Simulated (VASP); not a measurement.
Level of theory: revPBE GGA, VASP's PBE PAW potentials (set 64) (plane waves; VASP).

A VASP calculation is set up with these files.

INCAR:
```
ALGO = Normal
EDIFF = 1E-7
ENCUT = 520
GGA = RE
ISIF = 2
ISMEAR = 1
LASPH = .TRUE.
LCHARG = .FALSE.
LMAXMIX = 4
LREAL = .FALSE.
LWAVE = .FALSE.
NELM = 100
PREC = Accurate
SIGMA = 0.1
SYSTEM = Nb
```

### POSCAR
```
Nb
1.0
 -1.6944170576   1.6944170576   1.6944170576
  1.6944170576  -1.6944170576   1.6944170576
  1.6944170576   1.6944170576  -1.6944170576
Nb
1
Cartesian
  0.0000000000   0.0000000000   0.0000000000
```

**KPOINTS**
```
Automatic mesh
0
G
15 15 15
```

POTCAR, in this order: Nb_sv (PBE.64 set). Program: vasp_std.

Q: What will the output report for the number of irreducible k-points (NKPTS), largest plane-wave count, number of space-group operations, FFT grid (NGX, NGY, NGZ)?

A: 
- number of irreducible k-points (NKPTS): 120
- largest plane-wave count: 540
- number of space-group operations: 48
- FFT grid (NGX, NGY, NGZ): 24 × 24 × 24

The compound is Nb in the bcc structure. This cell is one point of a volume scan, at 1.06 of the reference volume.
